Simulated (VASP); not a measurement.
Given:

```yaml
crystal:
  lattice:
    - [3.06152, 0.00000, 0.00000]
    - [-1.53076, 2.65135, 0.00000]
    - [0.00000, 0.00000, 16.37116]
  atoms:
    - { symbol: N, position: [0.00000, 0.00000, 0.50000] }
    - { symbol: Ta, position: [0.33333, 0.66667, 0.57265] }
    - { symbol: Ta, position: [0.66667, 0.33333, 0.42735] }
```

Level of theory: r2SCAN meta-GGA, VASP's PBE PAW potentials (set 64) (plane waves; VASP). Run with 520 eV cut-off, 13×13×1 Γ-centred mesh, tetrahedra with Blöchl corrections, potentials N Ta_pv.

The cell holds a wide vacuum, so values per volume refer to the whole cell. For a metal the tetrahedron method with Blöchl corrections gives inexact stress and forces.

Question: Which forces act on the atoms, in eV/Å?

Answer: 
| atom | Fx | Fy | Fz |
|---|---|---|---|
| N1 | 0.000 | 0.000 | 0.000 |
| Ta2 | 0.000 | 0.000 | -0.076 |
| Ta3 | 0.000 | 0.000 | 0.076 |

Question: Give the stress tensor in GPa (positive for a compressed cell).

Answer: 
```
 0.12   0.00   0.00
 0.00   0.12   0.00
 0.00   0.00  -0.25
```
The pressure is its mean diagonal, -0.01 GPa.

The cell is a sheet with vacuum, built from a generated structure.
